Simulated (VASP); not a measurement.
Data:

```
Cs2SnI6
1.0
    0.00000     5.76989     5.76989
    5.76989     0.00000     5.76989
    5.76989     5.76989     0.00000
Cs Sn I
2 1 6
Direct
  0.25000   0.25000   0.25000
  0.75000   0.75000   0.75000
  0.00000   0.00000   0.00000
  0.24889   0.75111   0.75111
  0.75111   0.24889   0.24889
  0.75111   0.24889   0.75111
  0.24889   0.75111   0.24889
  0.75111   0.75111   0.24889
  0.24889   0.24889   0.75111
```

Method: PBEsol GGA, VASP's PBE PAW potentials (set 64) (plane waves; VASP 6.6.1). Settings: 400 eV cut-off, 5×5×5 Γ-centred mesh, tetrahedra with Blöchl corrections, potentials Cs_sv Sn_d I.

Unless said otherwise, spin-orbit coupling is left out, though it shifts the bands of the heavy elements here.

Q: What does the run give for the energy per atom (σ→0), band gap (on the k-mesh) with the smallest direct gap where there is one?

A: 
```yaml
band gap (on the k-mesh): none (metal, semimetal or under 0.01 eV)
energy per atom (σ→0): -2.764 eV/atom
```

The absolute energy has meaning only against runs of the same code, potentials and settings.

The structure comes from a computed database's Cs2SnI6 entry (Fm-3m); how it stands against other phases isn't given here. It was relaxed first, which changed the volume by -6 %.
